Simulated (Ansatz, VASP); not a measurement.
One calculation of Nb2W, two programs

```xyz
6
Lattice="3.0839 0.0000 0.0000 -1.5420 2.6708 0.0000 0.0000 0.0000 13.1407" Properties=species:S:1:pos:R:3 pbc="T T T"
Nb    0.0000    1.7805    7.7609
Nb    1.5420    0.8903    1.1905
Nb    0.0000    1.7805   11.9502
Nb    1.5420    0.8903    5.3798
W     0.0000    1.7805    3.2852
W     1.5420    0.8903    9.8555
```

Alike in both runs: functional PBE; k mesh 12 × 12 × 4; occupations gaussian, width 0.1 eV; no spin polarisation.

Ansatz relaxed the structure, and its values are those at the end. VASP's run is a single point on that final structure, the one shown.

|  | VASP | Ansatz |
| --- | --- | --- |
| version | VASP 6.6.1 | Ansatz 0.2.0 |
| potentials or method | VASP PAW PBE potentials, release 64 (Nb_sv, W_sv) | scalar-relativistic, plane waves, PAW |
| plane-wave cutoff (eV) | 520 | 420 |
| valence electrons in the cell | 80 | 80 |

|  | VASP | Ansatz | Ansatz less VASP |
| --- | --- | --- | --- |
| gap on the k mesh at the Fermi level (eV) | none | none | - |
| pressure (GPa) | -0.1 | 0.0 | +0.08 |
| rms of the force components (eV/Å) | 0.010 | 0.000 | -0.0098 |

A gap of «none» marks a metal or a gap that the smearing closes.

Spin-orbit coupling is left out, which matters for the levels of W.
